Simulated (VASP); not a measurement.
Output of a VASP run:

OSZICAR:
```
       N       E                     dE             d eps       ncg     rms          rms(c)
DAV:   1     0.463200630379E+02    0.46320E+02   -0.84105E+03  1456   0.116E+03
DAV:   2    -0.567875381731E+01   -0.51999E+02   -0.51149E+02  1481   0.294E+02
DAV:   3    -0.891289504937E+01   -0.32341E+01   -0.29754E+01  2055   0.385E+01
DAV:   4    -0.904248200866E+01   -0.12959E+00   -0.12827E+00  1950   0.839E+00
DAV:   5    -0.904681709981E+01   -0.43351E-02   -0.43324E-02  2055   0.108E+00    0.228E+01
DAV:   6    -0.904217085249E+01    0.46462E-02   -0.27508E-02  2207   0.150E+00    0.137E+01
DAV:   7    -0.904807107988E+01   -0.59002E-02   -0.51077E-02  2176   0.208E+00    0.248E-01
DAV:   8    -0.904769712362E+01    0.37396E-03   -0.29376E-03  1841   0.451E-01    0.579E-02
DAV:   9    -0.904771711027E+01   -0.19987E-04   -0.21888E-04  1966   0.137E-01    0.326E-02
DAV:  10    -0.904771035470E+01    0.67556E-05   -0.39889E-05  1975   0.499E-02    0.438E-02
DAV:  11    -0.904771114860E+01   -0.79390E-06   -0.49507E-06  1791   0.182E-02    0.165E-03
DAV:  12    -0.904771142992E+01   -0.28131E-06   -0.45975E-07  1687   0.630E-03    0.311E-03
DAV:  13    -0.904771130396E+01    0.12596E-06   -0.46540E-08   993   0.194E-03    0.253E-04
DAV:  14    -0.904771131037E+01   -0.64142E-08   -0.67658E-09   938   0.936E-04
   1 F= -.90477113E+01 E0= -.90489195E+01  d E =0.362445E-02
```

File OUTCAR:
```
------------------------ aborting loop because EDIFF is reached ----------------------------------------
  FORCE on cell =-STRESS in cart. coord.  units (eV):
  Direction    XX          YY          ZZ          XY          YZ          ZX
  --------------------------------------------------------------------------------------
  Total       -0.9476736     -0.9476735     -0.9542126      0.0000000      0.0000000      0.0000000
  in kB      -22.4274964    -22.4274934    -22.5822463      0.0000000      0.0000000      0.0000000
  external PRESSURE =     -22.4790787 kB  Pullay stress =       0.0000000 kB
  volume of cell :       67.70
      direct lattice vectors                 reciprocal lattice vectors
     1.851236916 -3.206436185  0.000000000     0.270089687 -0.155936364  0.000000000
     1.851236916  3.206436185  0.000000000     0.270089687  0.155936364  0.000000000
     0.000000000  0.000000000  5.702614116     0.000000000  0.000000000  0.175358174
 POSITION                                       TOTAL-FORCE (eV/Angst)
 -----------------------------------------------------------------------------------
      1.85124      1.06881      1.42565         0.000000     -0.000000      0.000000
      1.85124     -1.06881      4.27696        -0.000000      0.000000      0.000000
 -----------------------------------------------------------------------------------
    total drift:                                0.000000      0.000107     -0.000011
  FREE ENERGIE OF THE ION-ELECTRON SYSTEM (eV)
  ---------------------------------------------------
  free  energy   TOTEN  =        -9.0477113104 eV

  energy  without entropy=       -9.0513357635  energy(sigma->0) =       -9.04891946
```
(Selected blocks of OUTCAR.)

POSCAR:
```
Dy
1
    1.8512369162    -3.2064361854     0.0000000000
    1.8512369162     3.2064361854     0.0000000000
    0.0000000000     0.0000000000     5.7026141159
Dy
2
Direct
  0.3333330000   0.6666670000   0.2500000000
  0.6666670000   0.3333330000   0.7500000000
```

**Question.** Write an INCAR and KPOINTS that could have produced this output.

**Answer.** This is not unique; one that fits is the input of the run itself, PBE GGA, plane waves, VASP's PBE PAW potentials (set 64).

File KPOINTS:
```
Automatic mesh
0
Gamma
10 10 6
0 0 0
```

**INCAR**
```
ALGO  =  Normal
EDIFF  =  1E-7
ENCUT  =  480
GGA  =  PE
ISIF  =  2
ISMEAR  =  1
LASPH  =  T
LCHARG  =  F
LMAXMIX  =  6
LREAL  =  F
LWAVE  =  F
NELM  =  100
PREC  =  Accurate
SIGMA  =  0.1
SYSTEM  =  Dy
```

POTCAR, in this order: Dy_3 (PBE.64 set). Program: vasp_std.

The 4f electrons are frozen in the core of the lanthanide potential, so 4f levels, which can set the real gap, and their magnetism are missing.

The compound is Dy in the hcp structure. This cell was strained or had an atom moved on purpose.
